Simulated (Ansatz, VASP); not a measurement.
**AlGaN2: VASP beside Ansatz**

One calculation is typed for both programs; each brings its own data sets. How far apart do they land? The cell is taken from a series of runs on this material, whose earlier steps may have relaxed, scaled, displaced or heated it; both programs get it as it stands.

Program: Ansatz 0.2.0. Level of theory: plane waves, with VASP 6.6.1 beside it; G0W0 gap at LDA. Results are calculated unless marked as measured.

## 1. The structure

Symmetry: P-4m2, No. 115, tetragonal system. The conventional cell has a = 3.141 Å, b = 3.141 Å, c = 4.424 Å, α = 90.00°, β = 90.00°, γ = 90.00°. Al has 4 N at 1.89 Å nearest. Nearest to Ga lie 4 N at 1.95 Å. Nearest to N lie 2 Al at 1.89 Å and 2 Ga at 1.95 Å. Farther neighbours and most contacts between anions are not listed.

Structure file:

```cif
data_structure
_symmetry_space_group_name_H-M 'P-4m2'
_symmetry_Int_Tables_number 115
_cell_length_a 3.1409
_cell_length_b 3.1409
_cell_length_c 4.4238
_cell_angle_alpha 90.000
_cell_angle_beta 90.000
_cell_angle_gamma 90.000
_cell_volume 43.64
loop_
_atom_site_label
_atom_site_type_symbol
_atom_site_symmetry_multiplicity
_atom_site_Wyckoff_symbol
_atom_site_fract_x
_atom_site_fract_y
_atom_site_fract_z
_atom_site_occupancy
Al1 Al 1 c 0.50000 0.50000 0.50000 1
Ga1 Ga 1 a 0.00000 0.00000 0.00000 1
N1 N 2 g 0.50000 0.00000 0.73826 1
```

## 2. VASP: G0W0 gap, LDA

Quasiparticle shifts depend on high empty states and on the cores, so they are the hardest test of two PAW sets.

Lines of VASP's logs that name or quote its potential files are left out, and so is its time.

The run reads the wave functions of an earlier VASP run, which isn't shown here.

The input, INCAR:

```
SYSTEM = AlGaN2
PREC = Accurate
ENCUT = 450
ISMEAR = 0
SIGMA = 0.01
LREAL = .FALSE.
GGA = CA
NBANDS = 41
ALGO = EVGW0
NELMGW = 1
ENCUTGW = 114.29
NOMEGA = 64
PRECFOCK = Fast
NBANDSGW = 21
LWAVE = .FALSE.
LCHARG = .FALSE.
```

The input, POSCAR:

```
AlGaN2
1.0
    3.1408770487      0.0000000000      0.0000000000
    0.0000000000      3.1408770487      0.0000000000
    0.0000000000      0.0000000000      4.4238379400
Al Ga N
1 1 2
Direct
    0.5000000000      0.5000000000      0.5000000000
    0.0000000000      0.0000000000      0.0000000000
    0.5000000000      0.0000000000      0.7382648100
    0.0000000000      0.5000000000      0.2617351900
```

The input, KPOINTS:

```
Automatic mesh
0
Gamma
4 4 2
0 0 0
```

The projector-augmented-wave data sets are Al_GW, Ga_d_GW and N_GW (LDA family, release 64).

Run with:

```bash
$ export OMP_NUM_THREADS=4
$ mpirun -np 1 vasp_std
```

Numbers of over 12 decimals in the logs are rounded to 6 here.

What it wrote:

```text
[banner, memory and clock lines left out]
running    1 mpi-ranks, on    1 nodes
 distrk:  each k-point on    1 cores,    1 groups
 distr:  one band on    1 cores,    1 groups
 Offloading initialized ...    1 GPUs detected
 POSCAR found type information on POSCAR AlGaN
 POSCAR found :  3 types and       4 ions
|                                                                             |
|           W    W    AA    RRRRR   N    N  II  N    N   GGGG   !!!           |
|           W    W   A  A   R    R  NN   N  II  NN   N  G    G  !!!           |
|           W    W  A    A  R    R  N N  N  II  N N  N  G       !!!           |
|           W WW W  AAAAAA  RRRRR   N  N N  II  N  N N  G  GGG   !            |
|           WW  WW  A    A  R   R   N   NN  II  N   NN  G    G                |
|           W    W  A    A  R    R  N    N  II  N    N   GGGG   !!!           |
|                                                                             |
|     The default for ENCUTGWSOFT is different in this version of VASP.       |
|     please manually set ENCUTGWSOFT =114.29 in the INCAR file.              |
|                                                                             |

 LDA part: xc-table for (Slater(with rela. corr.)+CA(PZ))
 , standard interpolation
 found WAVECAR, reading the header
 POSCAR, INCAR and KPOINTS ok, starting setup
 FFT: planning ... GRIDC
 FFT: planning ... GRID_SOFT
 FFT: planning ... GRID
 reading WAVECAR
 the WAVECAR file was read successfully
 initial charge from wavefunction
 available memory per node:   1687.19 GB, setting MAXMEM to   1727687

 The Fermi energy was updated, please check that it is located mid-gap
 values below the HOMO (VB) or above the LUMO (CB) will cause erroneous energies
 E-fermi :   6.3115

 calculate exact exchange contribution
 the WAVEDER file was read successfully
energies w=
    0.000    0.000    0.583    0.000    1.164    0.000    1.743    0.000
    2.318    0.000    2.888    0.000    3.452    0.000    4.010    0.000
    4.560    0.000    5.104    0.000    5.640    0.000    6.168    0.000
    6.689    0.000    7.203    0.000    7.711    0.000    8.213    0.000
    8.709    0.000    9.201    0.000    9.690    0.000   10.175    0.000
   10.659    0.000   11.142    0.000   11.626    0.000   12.110    0.000
   12.598    0.000   13.089    0.000   13.585    0.000   14.088    0.000
   14.600    0.000   15.121    0.000   15.654    0.000   16.200    0.000
   16.762    0.000   17.343    0.000   17.944    0.000   18.570    0.000
   19.222    0.000   19.906    0.000   20.625    0.000   21.384    0.000
   22.190    0.000   23.048    0.000   23.967    0.000   24.957    0.000
   26.028    0.000   27.193    0.000   28.469    0.000   29.875    0.000
   31.436    0.000   33.182    0.000   35.152    0.000   37.393    0.000
   39.972    0.000   42.972    0.000   46.510    0.000   50.746    0.000
   55.910    0.000   62.343    0.000   70.575    0.000   81.473    0.000
   96.563    0.000  118.801    0.000  154.764    0.000  222.647    0.000
 responsefunction array rank=     140
 LDA part: xc-table for (Slater(with rela. corr.)+CA(PZ))
 , standard interpolation

 min. memory requirement per mpi rank    140.9 MB, per node    140.9 MB

 allocating  64 responsefunctions rank=   140
 shmem allocating  64 responsefunctions rank=   140
 response function shared by NCSHMEM nodes    1
 Doing            64  frequencies on each core in blocks of            64
NQ=   1    0.0000    0.0000    0.0000,
|.........|.........|.........|.........|.........|.........|.........|.........
 performed         43000 updates of chi_q(r,r)
 total number of BLAS operations          5.32 Gflops
NQ=   2    0.2500    0.0000    0.0000,
|.........|.........|.........|.........|.........|.........|.........|.........
 performed        121000 updates of chi_q(r,r)
 total number of BLAS operations         13.91 Gflops
NQ=   3    0.5000    0.0000    0.0000,
|.........|.........|.........|.........|.........|.........|.........|.........
 performed        178000 updates of chi_q(r,r)
 total number of BLAS operations         20.34 Gflops
NQ=   4    0.2500    0.2500    0.0000,
|.........|.........|.........|.........|.........|.........|.........|.........
 performed        256000 updates of chi_q(r,r)
 total number of BLAS operations         28.78 Gflops
NQ=   5    0.5000    0.2500    0.0000,
|.........|.........|.........|.........|.........|.........|.........|.........
 performed        334000 updates of chi_q(r,r)
 total number of BLAS operations         38.42 Gflops
NQ=   6    0.5000    0.5000    0.0000,
|.........|.........|.........|.........|.........|.........|.........|.........
 performed        377000 updates of chi_q(r,r)
 total number of BLAS operations         44.18 Gflops
NQ=   7    0.0000    0.0000    0.5000,
|.........|.........|.........|.........|.........|.........|.........|.........
 performed        420000 updates of chi_q(r,r)
 total number of BLAS operations         49.25 Gflops
NQ=   8    0.2500    0.0000    0.5000,
|.........|.........|.........|.........|.........|.........|.........|.........
 performed        498000 updates of chi_q(r,r)
 total number of BLAS operations         58.89 Gflops
NQ=   9    0.5000    0.0000    0.5000,
|.........|.........|.........|.........|.........|.........|.........|.........
 performed        555000 updates of chi_q(r,r)
 total number of BLAS operations         67.94 Gflops
NQ=  10    0.2500    0.2500    0.5000,
|.........|.........|.........|.........|.........|.........|.........|.........
 performed        633000 updates of chi_q(r,r)
 total number of BLAS operations         76.68 Gflops
NQ=  11    0.5000    0.2500    0.5000,
|.........|.........|.........|.........|.........|.........|.........|.........
 performed        711000 updates of chi_q(r,r)
 total number of BLAS operations         86.32 Gflops
NQ=  12    0.5000    0.5000    0.5000,
|.........|.........|.........|.........|.........|.........|.........|.........
 performed        754000 updates of chi_q(r,r)
 total number of BLAS operations         90.73 Gflops
 resolving degeneracies of screened two electron integrals

 calculate QP shifts <psi_nk| G(iteration)W_0 |psi_nk>: iteration 1
 entering main loop
```

OUTCAR, selected parts (step 2):

```text
ion  position               nearest neighbor table
   1  0.500  0.500  0.500-   3 1.89   4 1.89   3 1.89   4 1.89
   2  0.000  0.000  0.000-   3 1.95   4 1.95   4 1.95   3 1.95
   3  0.500  0.000  0.738-   1 1.89   1 1.89   2 1.95   2 1.95
   4  0.000  0.500  0.262-   1 1.89   1 1.89   2 1.95   2 1.95

  LATTYP: Found a simple tetragonal cell.
 ALAT       =     3.1408770487
 C/A-ratio  =     1.4084721788

 Subroutine GETGRP returns: Found  8 space group operations
 (whereof  8 operations were pure point group operations)

The static configuration has the point symmetry D_2d.

 Found     12 irreducible k-points:

   k-points           NKPTS =     12   k-points in BZ     NKDIM =     32   number of bands    NBANDS=     41

   dimension x,y,z NGX =    24 NGY =   24 NGZ =   32
   dimension x,y,z NGXF=    48 NGYF=   48 NGZF=   64

   ENCUT  =  450.0 eV  33.07 Ry    5.75 a.u.   5.43  5.43  7.65*2*pi/ulx,y,z

   NELECT =      26.0000    total number of electrons

  energy-cutoff  :      450.00
  volume of cell :       43.64
      direct lattice vectors                 reciprocal lattice vectors
     3.140877049  0.000000000  0.000000000     0.318382409  0.000000000  0.000000000
     0.000000000  3.140877049  0.000000000     0.000000000  0.318382409  0.000000000
     0.000000000  0.000000000  4.423837940     0.000000000  0.000000000  0.226048064

 k-points in reciprocal lattice and weights: Automatic mesh
   0.00000000  0.00000000  0.00000000       0.031
   0.25000000  0.00000000  0.00000000       0.125
   0.50000000  0.00000000  0.00000000       0.063
   0.25000000  0.25000000  0.00000000       0.125
   0.50000000  0.25000000  0.00000000       0.125
   0.50000000  0.50000000  0.00000000       0.031
   0.00000000  0.00000000  0.50000000       0.031
   0.25000000  0.00000000  0.50000000       0.125
   0.50000000  0.00000000  0.50000000       0.063
   0.25000000  0.25000000  0.50000000       0.125
   0.50000000  0.25000000  0.50000000       0.125
   0.50000000  0.50000000  0.50000000       0.031

 E-fermi :   6.3115

 QP shifts <psi_nk| G(iteration)W_0 |psi_nk>: iteration 1
 for sc-GW calculations column KS-energies equals QP-energies in previous step
 and V_xc(KS)=  KS-energies - (<T + V_ion + V_H > + <T+V_H+V_ion>^1  + <V_x>^1)
 k-point   1 :       0.0000    0.0000    0.0000
  band No.  KS-energies  QP-energies   sigma(KS)   V_xc(KS)     V^pw_x(r,r')   Z            occupation Imag(sigma)
    ...
     10       2.5352       2.2786     -15.8417     -15.5019     -19.9978       0.7551       2.0000       0.1082
     11       4.6434       4.7309     -16.5687     -16.6819     -20.2060       0.7728       2.0000       0.0825
     12       4.8829       4.8481     -17.4313     -17.3861     -21.2077       0.7693       2.0000       0.0857
     13       4.8829       4.8481     -17.4313     -17.3861     -21.2077       0.7693       2.0000       0.0857
     14       7.7402       9.1074     -11.7254     -13.4447      -8.5648       0.7952       0.0000      -0.0593
     15       8.3700       9.4732      -9.7837     -11.1481      -6.5163       0.8085       0.0000      -0.0562
     16      12.3211      13.9679      -8.9421     -10.9707      -5.1435       0.8118       0.0000      -0.0680
     17      15.9308      17.8555      -9.2283     -11.6615      -4.9817       0.7910       0.0000      -0.1065
    ...

 k-point   2 :       0.2500    0.0000    0.0000
  band No.  KS-energies  QP-energies   sigma(KS)   V_xc(KS)     V^pw_x(r,r')   Z            occupation Imag(sigma)
    ...
     10       2.4801       2.1878     -15.9790     -15.5930     -19.9318       0.7573       2.0000       0.1053
     11       3.0058       2.7861     -16.1382     -15.8480     -20.2310       0.7569       2.0000       0.1028
     12       3.9370       3.9233     -16.4031     -16.3852     -20.2252       0.7670       2.0000       0.0903
     13       4.7385       4.7004     -17.3307     -17.2810     -21.1329       0.7671       2.0000       0.0862
     14       9.5475      11.0198     -11.4973     -13.3593      -8.1684       0.7907       0.0000      -0.0640
     15      10.1179      11.4555     -10.7194     -12.4077      -7.1936       0.7923       0.0000      -0.0675
     16      13.4025      15.3360     -10.9044     -13.3674      -6.9285       0.7850       0.0000      -0.0879
     17      15.2364      17.0558      -9.6403     -11.9572      -5.3319       0.7853       0.0000      -0.1107
    ...

 k-point   3 :       0.5000    0.0000    0.0000
  band No.  KS-energies  QP-energies   sigma(KS)   V_xc(KS)     V^pw_x(r,r')   Z            occupation Imag(sigma)
    ...
     10       1.9123       1.6963     -15.1163     -14.8293     -19.2146       0.7527       2.0000       0.1172
     11       1.9622       1.7081     -15.3058     -14.9690     -19.3948       0.7544       2.0000       0.1149
     12       3.8854       3.7225     -16.8774     -16.6628     -21.0277       0.7589       2.0000       0.0974
     13       4.1891       4.1298     -16.7677     -16.6905     -20.4707       0.7679       2.0000       0.0881
     14      11.8829      13.8900     -12.6272     -15.2391      -8.7256       0.7684       0.0000      -0.0889
     15      11.9282      13.4121     -10.8566     -12.7645      -6.9661       0.7777       0.0000      -0.0881
     16      12.8018      14.2698      -9.9876     -11.8565      -5.9052       0.7855       0.0000      -0.0927
     17      13.1426      14.6754      -9.6195     -11.5631      -5.4581       0.7886       0.0000      -0.0903
    ...

 k-point   4 :       0.2500    0.2500    0.0000
  band No.  KS-energies  QP-energies   sigma(KS)   V_xc(KS)     V^pw_x(r,r')   Z            occupation Imag(sigma)
    ...
     10       1.6239       1.3196     -14.4889     -14.0857     -18.4001       0.7548       2.0000       0.1162
     11       1.8763       1.5173     -15.9585     -15.4812     -20.1175       0.7522       2.0000       0.1163
     12       3.5740       3.4478     -16.3821     -16.2164     -20.3245       0.7619       2.0000       0.0959
     13       3.6427       3.5532     -16.3868     -16.2696     -20.2847       0.7640       2.0000       0.0940
     14      10.0102      11.4481     -11.2899     -13.1153      -7.8224       0.7878       0.0000      -0.0682
     15      10.8948      12.2653     -11.0392     -12.7795      -7.5224       0.7875       0.0000      -0.0717
     16      12.7850      14.8508     -10.3916     -12.9908      -6.4815       0.7948       0.0000      -0.0793
     17      15.5422      17.1790      -9.8217     -11.9135      -5.4590       0.7825       0.0000      -0.1223
    ...

[... 4 further parts left out ...]
```

(Continued in part 2 of 2.)

[Lines on the potential files, build, host, timing and source positions are cut from VASP's logs without a mark.]

[Logs are printed without paths, hosts, clocks, repeated set-up lines and the standing remarks that a program may print on its own settings, such as how far it seeks lower states.]

[Hosts, paths, dates, database ids (printed as entryN), source tags and the programs' standing remarks are cut or masked in the printed files.]
